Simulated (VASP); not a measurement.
# BaLiF3 (Amm2) in VASP: a series of runs

One crystal, BaLiF3, is run at these levels: LDA; tasks: single point.

Program: VASP 6.6.1. These are calculated values, not measurements. Logs are shortened: lines on timing, memory, paths and dates and some standing lists are left out, and cuts for length are marked.

## (1) The cell of the first run

It takes space group Amm2 (No. 38, orthorhombic). The conventional cell has a = 3.989 Å, b = 5.641 Å, c = 5.641 Å, α = 90.00°, β = 90.00°, γ = 90.00°. Around Ba (site symmetry mm2) lie 12 F at 2.82 Å. Li (site symmetry mm2) is surrounded by 4 F at 1.82 to 2.01 Å. F (site symmetry m) is surrounded by 1 Li at 1.82 Å. F (site symmetry mm2) has 2 Li at 2.01 Å as nearest neighbours.

The cell comes from a database or a generator and needn't be the stable form of this composition.

## (2) Single point, LDA (all Li atoms moved +0.263 Å, as atom 2 along Cartesian [1 1 0])

INCAR

```
PREC     = Accurate       # precision mode
ENCUT    = 520            # plane-wave cutoff, eV
EDIFF    = 1E-7           # SCF threshold, eV
ISMEAR   = 0              # smearing method
SIGMA    = 0.05           # smearing width, eV
LREAL    = False          # projectors in reciprocal space
LASPH    = True           # aspherical terms in the spheres
NELM     = 100            # most SCF steps
ALGO     = Normal         # electronic algorithm
ISIF     = 2              # what is computed and relaxed
LWAVE    = False          # write WAVECAR
LCHARG   = False          # write CHGCAR
NBANDS   = 25             # bands
```

KPOINTS

```
regular mesh
0
Gamma
  6 6 6
```

POSCAR

```
BaLiF3
1.0
    3.9885816400      0.0000000000      0.0000000000
    0.0000000000      3.9885816400      0.0000000000
    0.0000000000      0.0000000000      3.9885816400
Ba Li F
1 1 3
Direct
    0.0000000000      0.0000000000      0.0000000000
    0.5465367258      0.5465367258      0.5000000000
    0.0000000000      0.5000000000      0.5000000000
    0.5000000000      0.5000000000      0.0000000000
    0.5000000000      0.0000000000      0.5000000000
```

Potentials or basis: VASP PAW LDA potentials, release 64 (Ba_sv, Li_sv, F).

On the command line:

```bash
$ cat potpaw_LDA.64/Ba_sv/POTCAR potpaw_LDA.64/Li_sv/POTCAR potpaw_LDA.64/F/POTCAR > POTCAR
$ mpirun -np 1 vasp_std > vasp.out
```

OUTCAR:

```text
PREC = Accurate
   ENCUT = 520
   EDIFF = 1E-7
   ISMEAR = 0
   LREAL = False
   LASPH = True
   NELM = 100
   ISIF = 2

 ion  position               nearest neighbor table
   1  0.000  0.000  0.000-   3 2.82   4 2.82   5 2.82   3 2.82   5 2.82   3 2.82   4 2.82   3 2.82
                             4 2.82   5 2.82   5 2.82   4 2.82   2 3.24   2 3.24   2 3.46   2 3.46
   2  0.547  0.547  0.500-   3 1.82   5 1.82   4 2.01   4 2.01   5 2.19   3 2.19   1 3.24   1 3.24
                             1 3.46   1 3.46   1 3.46   1 3.46   1 3.67   1 3.67
   3  0.000  0.500  0.500-   2 1.82   2 2.19   1 2.82   1 2.82   1 2.82   1 2.82
   4  0.500  0.500  0.000-   2 2.01   2 2.01   1 2.82   1 2.82   1 2.82   1 2.82
   5  0.500  0.000  0.500-   2 1.82   2 2.19   1 2.82   1 2.82   1 2.82   1 2.82

  LATTYP: Found a simple cubic cell.
 ALAT       =     3.9885816400

  Lattice vectors:

 A1 = (   3.9885816400,   0.0000000000,   0.0000000000)
 A2 = (   0.0000000000,   3.9885816400,   0.0000000000)
 A3 = (   0.0000000000,   0.0000000000,   3.9885816400)

Analysis of symmetry for initial positions (statically):
=====================================================================
 Subroutine PRICEL returns:
 Original cell was already a primitive cell.

 Routine SETGRP: Setting up the symmetry group for a
 simple cubic supercell.

 Subroutine GETGRP returns: Found  4 space group operations
 (whereof  4 operations were pure point group operations)
 out of a pool of 48 trial point group operations.

The static configuration has the point symmetry C_2v.

Analysis of symmetry for dynamics (positions and initial velocities):
=====================================================================
 Subroutine PRICEL returns:
 Original cell was already a primitive cell.

 Routine SETGRP: Setting up the symmetry group for a
 simple cubic supercell.

 Subroutine GETGRP returns: Found  4 space group operations
 (whereof  4 operations were pure point group operations)
 out of a pool of 48 trial point group operations.

The dynamic configuration has the point symmetry C_2v.

 Subroutine INISYM returns: Found  4 space group operations
 (whereof  4 operations are pure point group operations),
 and found     1 'primitive' translations

----------------------------------------------------------------------------------------

                                     Primitive cell

  volume of cell :      63.4535

  direct lattice vectors                    reciprocal lattice vectors
     3.988581640  0.000000000  0.000000000     0.250715691  0.000000000  0.000000000
[... 86 lines left out ...]
   ISPIN  =      1    spin polarized calculation?
   LNONCOLLINEAR =      F non collinear calculations
   LSORBIT =      F    spin-orbit coupling
   LASPH  =      T    aspherical Exc in radial PAW
   ENCUT  =  520.0 eV  38.22 Ry    6.18 a.u.   7.42  7.42  7.42*2*pi/ulx,y,z
   NELM   =    100;   NELMIN=  2; NELMDL= -5     # of ELM steps
   EDIFF  = 0.1E-06   stopping-criterion for ELM
   LREAL  =      F    real-space projection
[... 7 lines left out ...]
   TEBEG  =    0.0;   TEEND  =   0.0 temperature during run
   PSTRESS=    0.0 pullay stress
   NELECT =      34.0000    total number of electrons
   NUPDOWN=      -1.0000    fix difference up-down
   EMIN   =  10.00;   EMAX   =-10.00  energy-range for DOS
   EFERMI =   0.00;   METHOD = LEGACY
   ISMEAR =     0;   SIGMA  =   0.05  broadening in eV -4-tet -1-fermi 0-gaus
   EFERMI_NEDOS =   21; number of points for ismear=-14 and -15
   IALGO  =     38    algorithm
   IMIX   =      4    mixing-type and parameters
     AMIX     =   0.40;   BMIX     =  1.00
     AMIX_MAG =   1.60;   BMIX_MAG =  1.00
  volume/ion in A,a.u.               =      12.69        85.64
  Fermi-wavevector in a.u.,A,eV,Ry     =   1.329687  2.512743 24.056007  1.768067
  Thomas-Fermi vector in A             =   2.458830
   LORBIT       =      0    0 simple, 1 ext, 2 COOP (PROOUT), +10 PAW based schemes
   GGA     = CA    functional components
   LHFCALC =     F    Hartree Fock is set to
   AEXX    =    0.0000 exact exchange contribution
   IVDW    =     0    specifies the selected vdW correction
   LEPSILON=     F    determine dielectric tensor
   LRPA    =     F    only Hartree local field effects (RPA)
 non-spin polarized calculation
 Gauss-broadening in eV      SIGMA  =   0.05
  energy-cutoff  :      520.00
  volume of cell :       63.45
 maximum number of plane-waves:      1743
 NGX is ok and might be reduce to    30
   NGX = 15   NGY = 15   NGZ = 15

 number of electron      33.9999953 magnetization

 Free energy of the ion-electron system (eV)
  ---------------------------------------------------
  ext. energy  EPLUGINS =         0.00000000
  ---------------------------------------------------
  free energy    TOTEN  =       -29.11187757 eV

  energy without entropy =      -29.11187757  energy(sigma->0) =      -29.11187757

 E-fermi :  -0.4777     XC(G=0): -10.7275

 val. band max:       -0.8473142501   @ k =   0.0000   0.0000   0.0000
 cond. band min:       5.5843231655   @ k =   0.0000   0.0000   0.0000
 fundamental gap:      6.4316374156
 Fermi energy:        -0.4776984904

 k-point     1 :       0.0000    0.0000    0.0000
  band No.  band energies     occupation
      1     -40.4529      2.00000
      2     -24.2804      2.00000
      3     -20.0768      2.00000
      4     -19.7214      2.00000
      5     -19.6632      2.00000
      6      -9.3144      2.00000
[... 661 lines left out ...]
     24      12.2775      0.00000
     25      14.1570      0.00000

 [... further k-points ...]
[... 5 lines left out ...]
  --------------------------------------------------------------------------------------
  -------------------------------------------------------------------------------------
  Total       -1.5480428     -1.5480428     -1.9245653      0.0391937      0.0000000      0.0000000
  in kB      -39.0875182    -39.0875182    -48.5945735      0.9896273      0.0000000      0.0000000
  external PRESSURE =     -42.2565366 kB  Pullay stress =       0.0000000 kB

 VOLUME and BASIS-vectors are now :
 -----------------------------------------------------------------------------
  energy-cutoff  :      520.00
  volume of cell :       63.45
      direct lattice vectors                 reciprocal lattice vectors
     3.988581640  0.000000000  0.000000000     0.250715691  0.000000000  0.000000000
     0.000000000  3.988581640  0.000000000     0.000000000  0.250715691  0.000000000
     0.000000000  0.000000000  3.988581640     0.000000000  0.000000000  0.250715691

 POSITION                                       TOTAL-FORCE (eV/Angst)
 -----------------------------------------------------------------------------------
      0.00000      0.00000      0.00000         0.226485      0.226485      0.000000
      2.17991      2.17991      1.99429        -0.630305     -0.630305      0.000000
      0.00000      1.99429      1.99429         0.167347      0.106987      0.000000
      1.99429      1.99429      0.00000         0.129486      0.129486      0.000000
      1.99429      0.00000      1.99429         0.106987      0.167347      0.000000
 -----------------------------------------------------------------------------------
    total drift:                               -0.000319     -0.000319     -0.000004

  FREE ENERGIE OF THE ION-ELECTRON SYSTEM (eV)
  ---------------------------------------------------
  free  energy   TOTEN  =       -29.1118775707 eV

  energy  without entropy=      -29.1118775707  energy(sigma->0) =      -29.11187757
```

OSZICAR:

```text
N       E                     dE             d eps       ncg     rms          rms(c)
DAV:   1     0.219749591506E+03    0.21975E+03   -0.18742E+04  2600   0.138E+03
DAV:   2    -0.175166328879E+02   -0.23727E+03   -0.22879E+03  3075   0.324E+02
DAV:   3    -0.306670406711E+02   -0.13150E+02   -0.13090E+02  4212   0.689E+01
DAV:   4    -0.312424924233E+02   -0.57545E+00   -0.57449E+00  3772   0.987E+00
DAV:   5    -0.312473877314E+02   -0.48953E-02   -0.48949E-02  3679   0.973E-01    0.883E+00
DAV:   6    -0.292362064957E+02    0.20112E+01   -0.63043E+00  2865   0.198E+01    0.413E+00
DAV:   7    -0.291674781627E+02    0.68728E-01   -0.39988E-01  3818   0.377E+00    0.222E+00
DAV:   8    -0.291141659307E+02    0.53312E-01   -0.10208E-01  3472   0.257E+00    0.345E-01
DAV:   9    -0.291119441025E+02    0.22218E-02   -0.14515E-02  3751   0.800E-01    0.127E-01
DAV:  10    -0.291119025548E+02    0.41548E-04   -0.19428E-03  3085   0.290E-01    0.290E-02
DAV:  11    -0.291118778191E+02    0.24736E-04   -0.14452E-04  3518   0.872E-02    0.152E-02
DAV:  12    -0.291118783257E+02   -0.50660E-06   -0.18096E-05  3235   0.282E-02    0.585E-03
DAV:  13    -0.291118775849E+02    0.74079E-06   -0.35825E-06  3375   0.129E-02    0.151E-03
DAV:  14    -0.291118775707E+02    0.14228E-07   -0.19142E-07  2463   0.307E-03
   1 F= -.29111878E+02 E0= -.29111878E+02  d E =-.369178E-27
```

Wall time 38 s (1 thread of Intel Xeon Platinum 8488C (Sapphire Rapids), shared host); peak memory 0.2 GiB.

What came out:

```yaml
Free_energy: -29.1119 eV
Largest_force: 0.891 eV/Å
Band_gap_on_the_k_mesh: 6.43 eV, direct
```

Forces in eV/Å, atoms in the order of the input:
```
Ba   0.226  0.226  0.000
Li  -0.630 -0.630  0.000
F    0.167  0.107  0.000
F    0.129  0.129  0.000
F    0.107  0.167  0.000
```

Levels at points of the mesh, in eV from the valence-band top:
```tsv
k point	band 14	band 15	band 16	band 17	band 18	band 19	band 20	band 21
(0.00, 0.00, 0.00)	-0.84	-0.05	0.00	0.00	6.43	6.45	7.85	9.70
(0.50, 0.00, 0.00)	-0.83	-0.82	-0.47	-0.46	7.91	8.43	10.18	10.66
(0.00, 0.00, 0.50)	-0.77	-0.75	-0.56	-0.45	7.92	8.43	10.20	10.65
(0.50, 0.50, 0.00)	-0.60	-0.60	-0.31	-0.23	8.73	9.03	10.66	10.71
(0.00, 0.50, 0.50)	-0.66	-0.66	-0.23	-0.20	8.72	9.05	10.67	10.69
(0.50, 0.50, 0.50)	-0.20	-0.18	-0.15	-0.15	7.88	7.88	7.91	11.91
```

Caveat: the cutoff is under 1.25 times the usual one of these potentials, so pressure, stress and relaxed cells hold a basis-set (Pulay) error; spin-orbit coupling is left out, which moves the levels of the heavy elements. A k mesh can miss the band edges.

## (3) Single point, LDA (all Li atoms moved -0.150 Å, as atom 2 along Cartesian [1 1 0])

INCAR

```
SYSTEM = BaLiF3
ALGO = Normal
EDIFF = 1E-6
ENCUT = 520
GGA = CA
ISIF = 2
ISMEAR = 0
LASPH = .TRUE.
LCHARG = .FALSE.
LREAL = .FALSE.
LWAVE = .FALSE.
NBANDS = 25
NELM = 100
PREC = Accurate
SIGMA = 0.05
```

KPOINTS

```
k-points
0
G
  6 6 6
  0 0 0
```

Edit POSCAR of step 2 so:

```diff
@@ -9,3 +9,3 @@
     0.0000000000      0.0000000000      0.0000000000
-    0.5465367258      0.5465367258      0.5000000000
+    0.4734075853      0.4734075853      0.5000000000
     0.0000000000      0.5000000000      0.5000000000
```

Potentials or basis: VASP PAW LDA potentials, release 64 (Ba_sv, Li_sv, F).

On the command line:

```bash
$ cat potpaw_LDA.64/Ba_sv/POTCAR potpaw_LDA.64/Li_sv/POTCAR potpaw_LDA.64/F/POTCAR > POTCAR
$ mpirun -np 1 vasp_std > vasp.out
```

OUTCAR:

```text
SYSTEM = BaLiF3
   EDIFF = 1E-6
   ENCUT = 520
   GGA = CA
   ISIF = 2
   ISMEAR = 0
   LASPH = .TRUE.
   LREAL = .FALSE.
   NELM = 100
   PREC = Accurate

 ion  position               nearest neighbor table
   1  0.000  0.000  0.000-   3 2.82   4 2.82   5 2.82   3 2.82   5 2.82   3 2.82   4 2.82   3 2.82
                             4 2.82   5 2.82   5 2.82   4 2.82   2 3.33   2 3.33   2 3.46   2 3.46
   2  0.473  0.473  0.500-   3 1.89   5 1.89   4 2.00   4 2.00   3 2.10   5 2.10   1 3.33   1 3.33
                             1 3.46   1 3.46   1 3.46   1 3.46   1 3.58   1 3.58
   3  0.000  0.500  0.500-   2 1.89   2 2.10   1 2.82   1 2.82   1 2.82   1 2.82
   4  0.500  0.500  0.000-   2 2.00   2 2.00   1 2.82   1 2.82   1 2.82   1 2.82
   5  0.500  0.000  0.500-   2 1.89   2 2.10   1 2.82   1 2.82   1 2.82   1 2.82

  LATTYP: Found a simple cubic cell.
 ALAT       =     3.9885816400

  Lattice vectors:

 A1 = (   3.9885816400,   0.0000000000,   0.0000000000)
 A2 = (   0.0000000000,   3.9885816400,   0.0000000000)
 A3 = (   0.0000000000,   0.0000000000,   3.9885816400)

Analysis of symmetry for initial positions (statically):
=====================================================================
 Subroutine PRICEL returns:
 Original cell was already a primitive cell.

 Routine SETGRP: Setting up the symmetry group for a
 simple cubic supercell.

 Subroutine GETGRP returns: Found  4 space group operations
 (whereof  4 operations were pure point group operations)
 out of a pool of 48 trial point group operations.

The static configuration has the point symmetry C_2v.

Analysis of symmetry for dynamics (positions and initial velocities):
=====================================================================
 Subroutine PRICEL returns:
 Original cell was already a primitive cell.

 Routine SETGRP: Setting up the symmetry group for a
 simple cubic supercell.

 Subroutine GETGRP returns: Found  4 space group operations
 (whereof  4 operations were pure point group operations)
 out of a pool of 48 trial point group operations.

The dynamic configuration has the point symmetry C_2v.
[... 129 lines left out ...]
   LORBIT       =      0    0 simple, 1 ext, 2 COOP (PROOUT), +10 PAW based schemes
   GGA     = CA    functional components
   LHFCALC =     F    Hartree Fock is set to
   AEXX    =    0.0000 exact exchange contribution
   IVDW    =     0    specifies the selected vdW correction
   LEPSILON=     F    determine dielectric tensor
   LRPA    =     F    only Hartree local field effects (RPA)
 non-spin polarized calculation
 Gauss-broadening in eV      SIGMA  =   0.05
  energy-cutoff  :      520.00
  volume of cell :       63.45
 maximum number of plane-waves:      1743
 NGX is ok and might be reduce to    30
   NGX = 15   NGY = 15   NGZ = 15

 number of electron      33.9999962 magnetization

 Free energy of the ion-electron system (eV)
  ---------------------------------------------------
  ext. energy  EPLUGINS =         0.00000000
  ---------------------------------------------------
  free energy    TOTEN  =       -29.18793472 eV

  energy without entropy =      -29.18793472  energy(sigma->0) =      -29.18793472

 E-fermi :  -0.4903     XC(G=0): -10.7322

 val. band max:       -0.8527204490   @ k =   0.0000   0.0000   0.0000
 cond. band min:       5.6073673664   @ k =   0.0000   0.0000   0.0000
 fundamental gap:      6.4600878153
 Fermi energy:        -0.4902825973

 k-point     1 :       0.0000    0.0000    0.0000
  band No.  band energies     occupation
      1     -40.4765      2.00000
      2     -24.2650      2.00000
      3     -20.0734      2.00000
      4     -19.6884      2.00000
      5     -19.6699      2.00000
      6      -9.2945      2.00000
[... 661 lines left out ...]
     24      12.1932      0.00000
     25      14.0898      0.00000

 [... further k-points ...]

------------------------ aborting loop because EDIFF is reached ----------------------------------------

  FORCE on cell =-STRESS in cart. coord.  units (eV):
  Direction    XX          YY          ZZ          XY          YZ          ZX
  --------------------------------------------------------------------------------------
  -------------------------------------------------------------------------------------
  Total       -1.8595467     -1.8595467     -1.9830925      0.0197807      0.0000000      0.0000000
  in kB      -46.9528774    -46.9528774    -50.0723651      0.4994567      0.0000000      0.0000000
  external PRESSURE =     -47.9927067 kB  Pullay stress =       0.0000000 kB

 VOLUME and BASIS-vectors are now :
 -----------------------------------------------------------------------------
  energy-cutoff  :      520.00
  volume of cell :       63.45
      direct lattice vectors                 reciprocal lattice vectors
     3.988581640  0.000000000  0.000000000     0.250715691  0.000000000  0.000000000
     0.000000000  3.988581640  0.000000000     0.000000000  0.250715691  0.000000000
     0.000000000  0.000000000  3.988581640     0.000000000  0.000000000  0.250715691

 POSITION                                       TOTAL-FORCE (eV/Angst)
 -----------------------------------------------------------------------------------
      0.00000      0.00000      0.00000        -0.127215     -0.127215      0.000000
      1.88822      1.88822      1.99429         0.335299      0.335299      0.000000
      0.00000      1.99429      1.99429        -0.065371     -0.069355      0.000000
      1.99429      1.99429      0.00000        -0.073358     -0.073358      0.000000
      1.99429      0.00000      1.99429        -0.069355     -0.065371      0.000000
 -----------------------------------------------------------------------------------
    total drift:                                0.000370      0.000370      0.000002

  FREE ENERGIE OF THE ION-ELECTRON SYSTEM (eV)
  ---------------------------------------------------
  free  energy   TOTEN  =       -29.1879347214 eV

  energy  without entropy=      -29.1879347214  energy(sigma->0) =      -29.18793472
```

It took 36 s on 1 thread of Intel Xeon Platinum 8488C (Sapphire Rapids), shared host; peak memory 0.2 GiB.

What came out:

```yaml
Free_energy: -29.1879 eV
Largest_force: 0.474 eV/Å
Band_gap_on_the_k_mesh: 6.46 eV, direct
```

Forces on the atoms (eV/Å):
```
Ba  -0.127 -0.127  0.000
Li   0.335  0.335  0.000
F   -0.065 -0.069  0.000
F   -0.073 -0.073  0.000
F   -0.069 -0.065  0.000
```

Caveat: the cutoff is under 1.25 times the usual one of these potentials, so pressure, stress and relaxed cells hold a basis-set (Pulay) error; spin-orbit coupling is left out, which moves the levels of the heavy elements.
